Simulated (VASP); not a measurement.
Runs of VASP 6.6.1 on GaAs. The structure is tetragonal, space group I-4m2 (No. 119). Conventional cell: a = 4.007 Å, b = 4.007 Å, c = 5.625 Å, α = 90.00°, β = 90.00°, γ = 90.00°. Ga (site symmetry -4m2) is surrounded by 4 As at 2.45 Å. As (site symmetry -4m2) has 4 Ga at 2.45 Å as nearest neighbours. The cell was built by a generator and isn't the measured one.

```csv
level,potentials or basis,further INCAR settings,pressure (GPa),moment (μB)
TB-mBJ,"VASP PAW PBE potentials, release 64 (Ga_d, As)",ALGO = Normal; EDIFF = 1e-07,-,0.00
r2SCAN,"VASP PAW PBE potentials, release 64 (Ga_d, As)",ALGO = Normal; EDIFF = 1e-07,0.6,0.00
LDA,"VASP PAW LDA potentials, release 64 (Ga_d, As)",ALGO = Fast; EDIFF = 1e-07,(a),0.00
PBE,"VASP PAW PBE potentials, release 64 (Ga_d, As)",ALGO = Fast; EDIFF = 1e-07,3.5,0.00
```

Alike in all rows: task single point; spin non-collinear, zero start, SOC; cell as given; k mesh 8 × 8 × 8; cutoff (eV) 520; smearing gaussian 0.02 eV.

Question: Estimate the missing entries.

Answer: (a) -1.6.

Caveats: the PAW data sets were made with another functional, which shifts forces and pressure a little (some runs).
